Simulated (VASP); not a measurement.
Consider the following.

```
Ag2O
1.0
    4.72243     0.00000     0.00000
    0.00000     4.72243     0.00000
    0.00000     0.00000     4.72243
Ag O
4 2
Direct
  0.75000   0.25000   0.75000
  0.25000   0.75000   0.75000
  0.75000   0.75000   0.25000
  0.25000   0.25000   0.25000
  0.00000   0.00000   0.00000
  0.50000   0.50000   0.50000
```

Calculation: PBEsol GGA, VASP's PBE PAW potentials (set 64) (plane waves; VASP). Settings: 400 eV cut-off, 4×4×4 Γ-centred mesh, Fermi-Dirac smearing of 0.050 eV, potentials Ag O.

**Question.** Give the energies of bands 18 to 31 at the high-symmetry points, in eV from the Fermi level.

**Answer.** 
| band | Γ | X | M | R |
|---|---|---|---|---|
| 18 | -3.00 | -3.13 | -3.33 | -3.03 |
| 19 | -3.00 | -2.98 | -3.08 | -3.03 |
| 20 | -2.80 | -2.98 | -3.08 | -2.78 |
| 21 | -2.80 | -2.74 | -2.98 | -2.78 |
| 22 | -2.80 | -2.74 | -2.98 | -2.78 |
| 23 | -2.62 | -2.67 | -2.00 | -2.70 |
| 24 | -2.62 | -2.67 | -2.00 | -2.70 |
| 25 | -2.62 | -1.63 | -1.65 | -1.75 |
| 26 | -0.02 | -1.63 | -1.65 | -0.69 |
| 27 | 0.00 | -0.48 | -0.83 | -0.69 |
| 28 | 0.00 | -0.48 | -0.83 | -0.69 |
| 29 | 0.00 | 2.04 | 2.02 | 2.48 |
| 30 | 1.93 | 2.04 | 2.02 | 2.48 |
| 31 | 1.93 | 4.67 | 3.70 | 2.48 |

It has no gap at this level: it comes out as a metal or semimetal.

The structure is a typed Ag2O crystal (Pn-3m). The cell was not relaxed at this level. The k-mesh is coarse (spacing up to 0.33 per Å, 2π included), so the numbers may not be converged in it.
